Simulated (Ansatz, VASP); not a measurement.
**CaInO6: VASP beside Ansatz**

```
Ca In O
1.0
     0.00000    4.24952    4.24952
     4.24952    0.00000    4.24952
     4.24952    4.24952    0.00000
Ca In O
1 1 6
Direct
  0.00000 0.00000 0.00000
  0.50000 0.50000 0.50000
  0.75000 0.25000 0.25000
  0.25000 0.75000 0.75000
  0.25000 0.75000 0.25000
  0.75000 0.25000 0.75000
  0.25000 0.25000 0.75000
  0.75000 0.75000 0.25000
```

Alike in both runs: task single point; functional PBE; k mesh 4 × 4 × 4; occupations gaussian, width 0.1 eV; no spin polarisation.

|  | VASP | Ansatz |
| --- | --- | --- |
| version | VASP 6.6.1 | Ansatz 0.2.0 |
| potentials or method | VASP PAW PBE potentials, release 64 (Ca_sv, In_d, O) | scalar-relativistic, plane waves, PAW |
| plane-wave cutoff (eV) | 520 | 420 |
| valence electrons in the cell | 59 | 59 |

|  | VASP | Ansatz | Ansatz less VASP |
| --- | --- | --- | --- |
| gap on the k mesh at the Fermi level (eV) | none | none | - |
| pressure (GPa) | 4.0 | 3.7 | -0.27 |
| rms of the force components (eV/Å) | 0.641 | 0.627 | -0.0146 |

A gap of «none» marks a metal or a gap that the smearing closes.

Caveats: an odd number of electrons without spin polarisation forces a metal; a magnetic or distorted state may lie lower.
